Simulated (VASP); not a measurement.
Consider the following.

```yaml
crystal:
  lattice:
    - [1.49000, -2.58076, 0.00000]
    - [1.49000, 2.58076, 0.00000]
    - [0.00000, 0.00000, 5.62000]
  atoms:
    - { symbol: Cd, position: [0.33333, 0.66667, 0.25000] }
    - { symbol: Cd, position: [0.66667, 0.33333, 0.75000] }
```

Level of theory: PBE GGA, VASP's PBE PAW potentials (set 64) (plane waves; VASP 6.6.1). Run with EDIFF = 1E-4, 400 eV cut-off, 13×13×6 Γ-centred mesh, first-order Methfessel-Paxton smearing of 0.10 eV, potentials Cd.

**Question.** Predict the energy per atom (σ→0), pressure, band gap (on the k-mesh) with the smallest direct gap where there is one.

**Answer.** 
```
Quantity                                                    Result
------------------------  ----------------------------------------
band gap (on the k-mesh)  none (metal, semimetal or under 0.01 eV)
energy per atom (σ→0)                               -0.738 eV/atom
pressure                                                  2.11 GPa
```

Only differences to runs with the same potentials and settings are physical.

The compound is Cd in the hcp structure. The cell was not relaxed at this level. The run is one of a series of settings (EDIFF = 1E-4 against the base run), some of them coarse on purpose.
